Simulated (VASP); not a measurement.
Output of a VASP run:

OSZICAR:
```
       N       E                     dE             d eps       ncg     rms          rms(c)
DAV:   1     0.695818834399E+02    0.69582E+02   -0.56453E+03   624   0.892E+02
DAV:   2    -0.456257659915E+01   -0.74144E+02   -0.70676E+02   825   0.148E+02
DAV:   3    -0.921128323834E+01   -0.46487E+01   -0.46189E+01   754   0.416E+01
DAV:   4    -0.929602614035E+01   -0.84743E-01   -0.84722E-01   821   0.683E+00
DAV:   5    -0.929722864369E+01   -0.12025E-02   -0.12025E-02   793   0.722E-01    0.125E+01
DAV:   6    -0.927983224168E+01    0.17396E-01   -0.19973E-02   654   0.966E-01    0.792E+00
DAV:   7    -0.927731557176E+01    0.25167E-02   -0.42555E-02   639   0.144E+00    0.315E-01
DAV:   8    -0.927661571499E+01    0.69986E-03   -0.77780E-03   644   0.569E-01    0.162E-01
DAV:   9    -0.927665231097E+01   -0.36596E-04   -0.22071E-04   837   0.113E-01    0.114E-01
DAV:  10    -0.927670007173E+01   -0.47761E-04   -0.56492E-05   654   0.538E-02    0.235E-02
DAV:  11    -0.927669415275E+01    0.59190E-05   -0.22881E-05   644   0.330E-02    0.182E-02
DAV:  12    -0.927669429354E+01   -0.14079E-06   -0.25758E-06   515   0.105E-02
   1 F= -.92766943E+01 E0= -.92765290E+01  d E =-.330596E-03
```

File OUTCAR:
```
------------------------ aborting loop because EDIFF is reached ----------------------------------------
  FORCE on cell =-STRESS in cart. coord.  units (eV):
  Direction    XX          YY          ZZ          XY          YZ          ZX
  --------------------------------------------------------------------------------------
  Total        1.3560002      1.3560000      1.8817902      0.0000000      0.0000000      0.0000000
  in kB       21.2674455     21.2674421     29.5139122      0.0000000      0.0000000      0.0000000
  external PRESSURE =      24.0162666 kB  Pullay stress =       0.0000000 kB
  volume of cell :      102.15
      direct lattice vectors                 reciprocal lattice vectors
     2.230000000 -3.862473000  0.000000000     0.224215247 -0.129450743  0.000000000
     2.230000000  3.862473000  0.000000000     0.224215247  0.129450743  0.000000000
     0.000000000  0.000000000  5.930000000     0.000000000  0.000000000  0.168634064
 POSITION                                       TOTAL-FORCE (eV/Angst)
 -----------------------------------------------------------------------------------
      0.58649      1.01583      3.95334         0.155526      0.269378      0.000000
      3.28702      0.00000      0.00000        -0.311051     -0.000000      0.000000
      0.58649     -1.01583      1.97666         0.155526     -0.269378     -0.000000
 -----------------------------------------------------------------------------------
    total drift:                               -0.000180     -0.000395      0.000014
  FREE ENERGIE OF THE ION-ELECTRON SYSTEM (eV)
  ---------------------------------------------------
  free  energy   TOTEN  =        -9.2766942935 eV

  energy  without entropy=       -9.2763636974  energy(sigma->0) =       -9.27652900
```
(Selected blocks of OUTCAR.)

**POSCAR**
```
Te
1
    2.2300000000    -3.8624730000     0.0000000000
    2.2300000000     3.8624730000     0.0000000000
    0.0000000000     0.0000000000     5.9300000000
Te
3
Direct
  0.0000000000   0.2630000000   0.6666670000
  0.7370000000   0.7370000000   0.0000000000
  0.2630000000   0.0000000000   0.3333330000
```

Task: Write an INCAR and KPOINTS that could have produced this output.

Result: One answer among several that fit: the input of the run itself, PBE GGA, plane waves, VASP's PBE PAW potentials (set 64).

**INCAR**
```
SYSTEM = Te
PREC = Accurate
ENCUT = 400
EDIFF = 1E-6
NELM = 100
ALGO = Normal
LREAL = .FALSE.
LASPH = .TRUE.
ISMEAR = 0
SIGMA = 0.05
GGA = PE
LMAXMIX = 4
LWAVE = .FALSE.
LCHARG = .FALSE.
ISIF = 2
NELECT = 18.02
```

### KPOINTS
```
Automatic mesh
0
G
  6 6 4
```

POTCAR, in this order: Te (PBE.64 set). Program: vasp_std.

The cell is charged, with a uniform compensating background.

The compound is Te in the trig structure. The cell was not relaxed at this level. The run is one of a series of settings (NELECT = 18.02 against the base run), some of them coarse on purpose.
